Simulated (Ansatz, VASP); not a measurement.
## CdBr in VASP and in Ansatz

```xyz
2
Lattice="0.0000 3.0724 3.0724 3.0724 0.0000 3.0724 3.0724 3.0724 0.0000" Properties=species:S:1:pos:R:3 pbc="T T T"
Cd    0.0000    0.0000    0.0000
Br    3.0724    3.0724    3.0724
```

The cell was built by a generator and needn't be a form met in nature.

Alike in both runs: task single point; functional HSE(alpha, omega); k mesh 4 × 4 × 4; occupations fermi-dirac, width 0.05 eV; no spin polarisation.

```csv
,VASP,Ansatz
version,VASP 6.6.1,Ansatz 0.2.0
potentials or method,"VASP PAW PBE potentials, release 64 (Cd, Br)",Ansatz PAW
plane-wave cutoff (eV),520,420
valence electrons in the cell,19,27
```

Ansatz gave:

```
gap on the k mesh at the Fermi level (eV) : none
pressure (GPa)                            : 0.9
```

Task: What did VASP give for the same quantities?

Result: gap on the k mesh at the Fermi level (eV): none; pressure (GPa): 1.0.

A gap of «none» marks a metal or a gap that the smearing closes. The two sets of potentials don't hold the same shells in valence.

Caveats: the k mesh is coarse (spacing up to 0.44 Å⁻¹), so the values aren't converged, least of all with exact exchange; an odd number of electrons without spin polarisation forces a metal; a magnetic or distorted state may lie lower; the PAW data sets were made with another functional, which shifts forces and pressure a little (VASP); the PAW data sets come from PBE, with cores solved anew for the run's functional, which leaves a small shift of forces and pressure (Ansatz); the thresholds are loose for stress (Ansatz).
